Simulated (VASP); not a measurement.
Write the native input for VASP 6.6.1 that does the following.

```yaml
Task: single point
Functional: PBE
Potentials_or_basis: VASP PAW PBE potentials, release 64 (Ga_d, N, C)
Cutoff: 520 eV
k_mesh: 4 × 4 × 4
Occupations: fermi-dirac, width 0.1 eV
Spin: no spin polarisation
Dipole_correction: no
Further_INCAR_settings: ALGO = Fast; EDIFF = 1e-07; NBANDS = 48
```

The structure of Ga4CN4 (a cell with a defect) lies in POSCAR:

```
Ga4CN4
1.0
    0.0000000000      4.5070000000      4.5070000000
    4.5070000000      0.0000000000      4.5070000000
    2.2535000000      2.2535000000      0.0000000000
Ga N C
4 4 1
Direct
    0.0000000000      0.0000000000      0.0000000000
    0.0000000000      0.5000000000      0.0000000000
    0.5000000000      0.0000000000      0.0000000000
    0.5000000000      0.5000000000      0.0000000000
    0.3750000000      0.3750000000      0.7500000000
    0.3750000000      0.8750000000      0.7500000000
    0.8750000000      0.3750000000      0.7500000000
    0.8750000000      0.8750000000      0.7500000000
    0.1571271356      0.0613936099      0.2638801864
```

These files were run (other wordings do the same):

INCAR

```
SYSTEM = Ga4CN4
PREC = Accurate
ENCUT = 520
EDIFF = 1E-7
ISMEAR = -1
SIGMA = 0.1
LREAL = .False.
LASPH = .True.
NELM = 100
ALGO = Fast
ISIF = 2
LWAVE = .False.
LCHARG = .False.
GGA = PE
NBANDS = 48
```

KPOINTS

```
regular mesh
0
Gamma
  4 4 4
  0 0 0
```

Potentials or basis: VASP PAW PBE potentials, release 64 (Ga_d, N, C).

Command:

```console
$ cat potpaw_PBE.64/Ga_d/POTCAR potpaw_PBE.64/N/POTCAR potpaw_PBE.64/C/POTCAR > POTCAR
$ mpirun -np 1 vasp_std > vasp.out
```

It gave:

The pressure is 34.9 GPa. The largest force is 4.269 eV/Å and the band gap on the k mesh is none (metal or under the smearing width).

Caveat: the k mesh is coarse (spacing up to 0.60 Å⁻¹), so the values aren't converged; a pressure of tens of GPa on the cell as given is suspect, and the run, the potentials or the cell itself is likely at fault.

It took 2.1 min on 1 thread of Intel(R) Xeon(R) 6975P-C (Granite Rapids), with other jobs on the host, peak memory 0.3 GiB.
